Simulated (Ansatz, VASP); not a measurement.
Ag3C: VASP beside Ansatz

The input INCAR:

```
ALGO = Normal
DIPOL = 0.5 0.5 0.349
EDIFF = 1E-7
ENCUT = 520
GGA = PE
IDIPOL = 3
ISIF = 2
ISMEAR = 0
LASPH = T
LCHARG = F
LDIPOL = T
LREAL = F
LWAVE = F
NBANDS = 26
NELM = 60
PREC = Accurate
SIGMA = 0.1
```

The input KPOINTS:

```
k-points
0
Gamma
  9 9 1
```

POSCAR

```
Ag3C
1.0
    2.9325072267      0.0000000000      0.0000000000
    0.0000000000      2.9325072267      0.0000000000
    0.0000000000      0.0000000000     21.0648645725
Ag C
3 1
Direct
    0.5000000000      0.5000000000      0.1898896613
    0.0000000000      0.0000000000      0.2863776592
    0.5000000000      0.5000000000      0.3828586006
    0.5000000000      0.5000000000      0.5380933988
```

Input for Ansatz:

```yaml
crystal:
  lattice:
    - [2.9325072267, 0.0, 0.0]
    - [0.0, 2.9325072267, 0.0]
    - [0.0, 0.0, 21.0648645725]
  atoms:
    - { symbol: Ag, position: [0.5, 0.5, 0.1898896613] }
    - { symbol: Ag, position: [0.0, 0.0, 0.2863776592] }
    - { symbol: Ag, position: [0.5, 0.5, 0.3828586006] }
    - { symbol: C, position: [0.5, 0.5, 0.5380933988] }
basis:
  ecutwfc: 420
kpoints:
  mp_grid: { grid: [9, 9, 1] }
hamiltonian:
  xc: pbe
scf:
  occupations: { method: gaussian, width: 0.1 }
output:
  forces: true
  eigenvalues: true
  write_density: true
  write_potential: true
  elf: true
  volumetric_format: npy
efield:
  axis: 3
  dipole_correction: true
  ramp_width: 0.04
```

Alike in both runs: task single point; functional PBE; k mesh 9 × 9 × 1; occupations gaussian, width 0.1 eV; no spin polarisation.

|  | VASP | Ansatz |
| --- | --- | --- |
| version | VASP 6.6.1 | Ansatz 0.2.0 |
| potentials or method | VASP PAW PBE potentials, release 64 (Ag, C) | scalar-relativistic, plane waves, PAW |
| plane-wave cutoff (eV) | 520 | 420 |
| valence electrons in the cell | 37 | 61 |

```csv
,VASP,Ansatz,Ansatz less VASP
gap on the k mesh at the Fermi level (eV),none,none,-
rms of the force components (eV/Å),0.222,0.224,+0.0016
"work function, face that differs most (eV)",4.07,4.13,+0.066
```

Atom by atom the forces differ by 0.003 eV/Å (rms over components). A gap of «none» marks a metal or a gap that the smearing closes. The two sets of potentials don't hold the same shells in valence. Ansatz warned: «xc_potential_rough_in_thin_density».
